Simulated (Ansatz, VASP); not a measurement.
# Te (Tellurium): VASP beside Ansatz

Aim: how closely do two programs agree when they are given the same cell, functional and k mesh? The cell is taken from a series of runs on this material, whose earlier steps may have relaxed, scaled, displaced or heated it; both programs get it as it stands.

Calculated with Ansatz 0.2.0; plane waves, with VASP 6.6.1 beside it; zone-centre phonons at LDA.

## Step 1: Set-up

It takes space group P3_121 (No. 152, trigonal). The conventional cell has a = 4.192 Å, b = 4.192 Å, c = 5.926 Å, α = 90.00°, β = 90.00°, γ = 120.00°. Nearest to Te lie 6 Te at 2.90 to 3.25 Å.

## Step 2: Ansatz: zone-centre phonons, LDA

Ansatz runs on its PAW soft_1 files.

Second derivatives magnify differences that forces hide, and they need a tight electronic threshold.

Input file input.yaml:

```yaml
crystal:
  lattice:
    - [4.1921297905, 0.0, 0.0]
    - [-2.0960648952, 3.6304908945, 0.0]
    - [0.0, 0.0, 5.925990439]
  atoms:
    - { symbol: Te, position: [0.2929989035, 0.0, 0.3333333333] }
    - { symbol: Te, position: [0.0, 0.2929989035, 0.6666666667] }
    - { symbol: Te, position: [0.7070010965, 0.7070010965, 0.0] }
kpoints:
  mp_grid: { grid: [12, 12, 8] }
hamiltonian:
  xc: lda
  pseudopotentials: { kind: paw, azcp: { folder: soft_1 }, xc_functional: pbe }
scf:
  occupations: { method: methfessel_paxton, width: 0.2 }
output:
  eigenvalues: true
phonons:
  method: dfpt
```

Started as:

```bash
$ ansatz run input.yaml --threads 4 --pin off --max-ram 10240MiB --backend cpu --events-out ev --progress --plain --runs-dir out
```

Numbers of over 12 decimals in the logs are rounded to 6 here.

Log:

```text
zone centre: on kpoints.mp_grid the ground state, and the responses unless they are solved on pairs of k-points, stand on 320 of the mesh's 1152 k-points, reduced under 2 symmetry operations, with k and −k counted as one. Each operation leaves every solved displacement unchanged or reverses it
Engine: ansatz 0.2.0, aarch64-unknown-linux-gnu
Pseudopotentials: kind: paw
Pseudopotential: Te, paw, valence charge 16, recommended cutoff 420 eV (normal), soft_1/Te.paw.azcp
Functional definition: SPW92
  exchange = slater_x
  correlation = pw_c
Crystal: 3 atoms, lattice volume = 90.191 Å³
Basis set: ecut = 420 eV, 1693 PW (Γ), exchange–correlation on 60×60×96 points (8 copies of the dense FFT grid, shifted against one another)
Bands: 29, of which v1, the nominal top of the filled ones, is band 24 counted from 1 (23 counted from 0)
Symmetry: 6 space group operations
k-points: 320 of 1152 (irreducible under 2 space group operations, time reversal used)
Non-local potential: Te, projectors of the file, l = 0: 2, l = 1: 2, l = 2: 2, l = 3: 1
PAW form: soft (Blöchl's): semilocal exchange-correlation on the pseudo side does not see the compensation charge
PAW frozen core: Te, regenerated for the run's functional, and the local potential with it (the file was generated under x = pbe(κ = 0.804, μ = 0.219515), c = pbe(β = 0.066725))
PAW one-centre angular grid: Te, 590 points (default); XC on 64 Gauss nodes
Initial density: superposition of atomic densities (chi_scale 0.1, normalization cell)
Initial wavefunctions: pseudopotential atomic-orbital guess
Functional: x = slater, c = lda
SCF iter   1: F=—  HF=-20481.827283 eV  |F-HF|=—  |Δ(HF+E_count)|=         —  Δρ=1.39e-2  dr2=1.20e-1  ethr=3.10e-3  ⟨swp⟩=8.7  Hψ=46095  notcnv=0
preconditioner: auto → Resta (q_TF=auto, 2.456 Å⁻¹)  ε∞=4.4  [insulator: Δε(μ)=0.152 eV  Ē_g=8.932 eV  σ=0.200 eV  W_gap=0.50  n_scr=22 (ndim 8)  ℏωp=16.6 eV  f_vac=0.000  D(μ)=-0.04/eV (n_scr^D=0)  ε∞_Penn≈4.4]
SCF iter   2: F=—  HF=-20481.804522 eV  |F-HF|=—  |Δ(HF+E_count)|=   2.28e-2  S|Δr|=    0.00e0  Δρ=7.89e-3  dr2=3.94e-2  ethr=2.50e-4  ⟨swp⟩=1.1  Hψ=11895  notcnv=0  defer=2
preconditioner: auto → Kerker (q_TF=auto, 2.456 Å⁻¹)  [metal: Δε(μ)=0.043 eV  Ē_g=8.925 eV  σ=0.200 eV  W_gap=0.18  n_scr=22 (ndim 8)  ℏωp=16.6 eV  f_vac=0.000  D(μ)=-0.04/eV (n_scr^D=0)]
SCF iter   3: F=—  HF=-20481.795822 eV  |F-HF|=—  |Δ(HF+E_count)|=   8.70e-3  S|Δr|=    0.00e0  Δρ=8.55e-4  dr2=8.17e-4  ethr=8.22e-5  ⟨swp⟩=2.1  Hψ=13417  notcnv=0  defer=2
SCF iter   4: F=—  HF=-20481.795775 eV  |F-HF|=—  |Δ(HF+E_count)|=   4.63e-5  S|Δr|=    0.00e0  Δρ=2.67e-4  dr2=9.23e-5  ethr=1.70e-6  ⟨swp⟩=2.9  Hψ=17441  notcnv=0  defer=2
SCF iter   5: F=—  HF=-20481.795775 eV  |F-HF|=—  |Δ(HF+E_count)|=   2.50e-7  S|Δr|=    0.00e0  Δρ=1.10e-4  dr2=1.61e-5  ethr=1.92e-7  ⟨swp⟩=2.0  Hψ=14033  notcnv=0  defer=2
SCF iter   6: F=—  HF=-20481.795771 eV  |F-HF|=—  |Δ(HF+E_count)|=   4.19e-6  S|Δr|=    0.00e0  Δρ=3.38e-5  dr2=1.11e-6  ethr=3.35e-8  ⟨swp⟩=2.0  Hψ=16858  notcnv=0  defer=2
SCF iter   7: F=—  HF=-20481.795770 eV  |F-HF|=—  |Δ(HF+E_count)|=   6.11e-7  S|Δr|=    0.00e0  Δρ=8.39e-6  dr2=4.85e-8  ethr=2.31e-9  ⟨swp⟩=2.0  Hψ=12107  notcnv=0  defer=2
SCF iter   8: F=—  HF=-20481.795770 eV  |F-HF|=—  |Δ(HF+E_count)|=   3.06e-9  S|Δr|=    0.00e0  Δρ=2.29e-6  dr2=3.46e-9  ethr=1.01e-10  ⟨swp⟩=2.0  Hψ=16910  notcnv=0  defer=2
SCF iter   9: F=—  HF=-20481.795770 eV  |F-HF|=—  |Δ(HF+E_count)|=  4.29e-10  S|Δr|=    0.00e0  Δρ=5.11e-7  dr2=2.46e-10  ethr=7.20e-12  ⟨swp⟩=3.0  Hψ=17879  notcnv=0  defer=2
SCF iter  10: F=—  HF=-20481.795770 eV  |F-HF|=—  |Δ(HF+E_count)|=  2.18e-11  S|Δr|=    0.00e0  Δρ=1.33e-7  dr2=1.86e-11  ethr=1.00e-12  ⟨swp⟩=1.0  Hψ=9177  notcnv=0  defer=2
SCF iter  11: F=-20481.795770 eV  HF=-20481.795770 eV  |F-HF|=0.00e0  |Δ(HF+E_count)|=  7.28e-12  S|Δr|=    0.00e0  Δρ=2.61e-8  dr2=6.79e-13  ethr=1.00e-12  ⟨swp⟩=8.9  Hψ=47534  notcnv=0
SCF 1 converged in 11 iterations: F = -20481.795770 eV  dr2 = 6.79e-13
  greatest PAW one-centre occupation: 0.999 electrons in one spin orbital (limit 2), on the Te atom at site 0 (counted from 0), in its partial waves of l = 2
DFPT response loops at Γ: preconditioner auto → Kerker (q_TF=auto, 2.456 Å⁻¹) (partly filled bands, converged f_vac=0.005); β = 1.00, the filter's whole step (`scf.mixing.beta` (0.50) is not read by the response loops under this deck's `scf.mixing.preconditioner`; to damp them name `kerker` or `kerker_dos`, under which they read `scf.mixing.beta`, and type it under 1.00, their step now; both keys bind the ground state too); Broyden in place of MSR1
SCF converged after 11 iterations
Stability not checked: this state was not tested for a lower state beside it, because cold or Methfessel-Paxton smearing, or corrected tetrahedra, fill the levels in a way that the test cannot read (fill_not_monotonic; see scf.lower_state_search)
Free energy (F): -20481.795770 eV
Harris-Foulkes:  -20481.795770 eV  (|F-HF|=0.00e0)
Internal energy: -20481.800394 eV  (E = F + TS)
E sigma→0 (E₀):  -20481.796926 eV
Entropy (-TS):   0.004624 eV (1.541 meV/atom)
Fermi energy:    10.404826 eV
Step filling:    the computed levels leave a gap of 0.0000 eV = 0.0 smearing widths at the electron count; against every level under it full and every level over it empty, smearing changes F+E_penalty+E_count by +0.844 meV and its σ→0 estimate by -0.311 meV
--- Per-component energies (eV) ---
  E_band       = -729.226119
  E_kinetic    = 521.881980
  E_local      = -4553.685537  (includes V_loc(G=0)·N_el)
  E_nonlocal   = 210.781319
  E_hartree    = 2293.087143
  E_xc         = -368.799182
  E_vxc        = -311.005824  (∫ρ·V_xc dr)
  E_paw        = -13549.572267  (= ΣΔE_a)
  E_vpaw       = -1183.372559  (= ΣTr[D̂ρ^β])
  E_aug_tail   = 0.000212  (compensation charges beyond the density's cutoff)
  E_ewald      = -5037.529988
  E_core_change = 2.035927  (= ΣΔE_core)
  E_smearing   = 0.004624  (= −TS)
  E_closure    = 0.000000  (closes the sum)
  Σ components = -20481.795770   (vs F -20481.795770, Δ=0.00e0)
--- Band table (eV; the first three rows and the last of 320) ---
  k-point 0: bands = [... 20 lower, 7.8839, 8.5530, 8.5530, 9.0848, 11.4746, 11.4746, 12.2318, 15.1779, ... 1 higher]
  k-point 1: bands = [... 20 lower, 7.9548, 8.6163, 8.8405, 9.1287, 11.3206, 11.3431, 12.0565, 14.6409, ... 1 higher]
  k-point 2: bands = [... 20 lower, 7.8755, 8.8405, 9.2569, 9.2589, 10.9790, 11.0262, 11.6328, 14.2216, ... 1 higher]
  k-point 319: bands = [... 20 lower, 5.3873, 8.7719, 9.1452, 10.1978, 10.9674, 11.8901, 11.9742, 15.3012, ... 1 higher]
--- Phonons (Γ-DFPT): 3 representative perturbations + reference, on 320 of 1152 k-points (Σ response iterations 9) ---
  k mesh reduced under 2 symmetry operations, with k and −k counted as one. Each operation leaves every solved displacement unchanged or reverses it
  ASR residual: 2.180e-5 → 0.000e0 eV/Å²; symmetrization residual: 3.323e-6 eV/Å²
  ASR residual per site (eV/Å²): 2.18e-5 2.18e-5 2.18e-5
  Γ frequencies (cm⁻¹): 0.00 0.00 0.00 81.08 81.08 90.55 94.48 127.39 127.39
  non-analytic LO–TO correction: not included (Born effective charges unavailable; polar crystals: no LO–TO splitting at Γ)
```

(Part 1 of 2 ends here.)

[Lines on the potential files, build, host, timing and source positions are cut from VASP's logs without a mark.]

[Logs are printed without paths, hosts, clocks, repeated set-up lines and the standing remarks that a program may print on its own settings, such as how far it seeks lower states.]

[Hosts, paths, dates, database ids (printed as entryN), source tags and the programs' standing remarks are cut or masked in the printed files.]
